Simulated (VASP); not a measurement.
BaZnAsF:

```xyz
8
Lattice="4.2992 0.0000 0.0000 0.0000 4.2992 0.0000 0.0000 0.0000 9.6217" Properties=species:S:1:pos:R:3 pbc="T T T"
Ba    0.0000    2.1496    8.0388
Ba    2.1496    0.0000    1.5829
Zn    2.1496    2.1496    4.8108
Zn    0.0000    0.0000    4.8108
As    0.0000    2.1496    3.3040
As    2.1496    0.0000    6.3177
F     2.1496    2.1496    0.0000
F     0.0000    0.0000    0.0000
```

The cell is a database's computed one.

```yaml
Program: VASP 6.6.1
Task: relaxation of cell and atoms
Functional: PBEsol
Potentials_or_basis: VASP PAW PBE potentials, release 64 (Ba_sv, Zn, As, F)
Cutoff: 600 eV
k_mesh: 8 × 8 × 4
Occupations: gaussian, width 0.03 eV
Spin: no spin polarisation
```

At the start: pressure -3.3 GPa; volume 22.23 Å³/atom.

Question: Where does the relaxation end?

Answer: Over 6 steps the energy falls by 13.5 meV/atom and the volume is 20.98 Å³/atom (-5.6 %); space group P4/nmm (No. 129, to 0.05 Å).

Step by step:
```
step  energy change (eV)  largest force (eV/Å)  pressure (GPa)  volume (Å³)
   1              0.0000                0.2543           -3.26       177.84
   2             -0.0990                0.2165            0.80       166.46
   3             -0.1048                0.1349           -0.06       168.49
   4             -0.1068                0.0772           -0.04       168.20
   5             -0.1077                0.0284            0.00       167.67
   6             -0.1078                0.0015            0.00       167.82
```

Final structure:
```yaml
crystal:
  lattice:
    - [4.20781, 0.00000, 0.00000]
    - [0.00000, 4.20781, 0.00000]
    - [0.00000, 0.00000, 9.47829]
  atoms:
    - { symbol: Ba, position: [0.00000, 0.50000, 0.83474] }
    - { symbol: Ba, position: [0.50000, 0.00000, 0.16526] }
    - { symbol: Zn, position: [0.50000, 0.50000, 0.50000] }
    - { symbol: Zn, position: [0.00000, 0.00000, 0.50000] }
    - { symbol: As, position: [0.00000, 0.50000, 0.34356] }
    - { symbol: As, position: [0.50000, 0.00000, 0.65644] }
    - { symbol: F, position: [0.50000, 0.50000, 0.00000] }
    - { symbol: F, position: [0.00000, 0.00000, 0.00000] }
```

Caveat: the PAW data sets were made with another functional, which shifts forces and pressure a little.
